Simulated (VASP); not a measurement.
```
Al2Pt
1.0
    0.00000     2.98744     2.98744
    2.98744     0.00000     2.98744
    2.98744     2.98744     0.00000
Al Pt
2 1
Direct
  0.25000   0.25000   0.25000
  0.75000   0.75000   0.75000
  0.00000   0.00000   0.00000
```

All values below come from RPBE GGA, VASP's PBE PAW potentials (set 64) (plane waves; VASP). Settings: 520 eV cut-off, 10×10×10 Γ-centred mesh, tetrahedra with Blöchl corrections, potentials Al Pt.

Unless said otherwise, spin-orbit coupling is left out, though it shifts the bands of the heavy elements here.

**Question.** What does the run give for the energy per atom (σ→0), band gap (on the k-mesh) with the smallest direct gap where there is one?

**Answer.** 
```json
{
 "band gap (on the k-mesh)": "none (metal, semimetal or under 0.01 eV)",
 "energy per atom (σ→0)": "-5.042 eV/atom"
}
```

Only differences to runs with the same potentials and settings are physical.

The compound is PtAl2 in the fluorite structure. It was relaxed first.
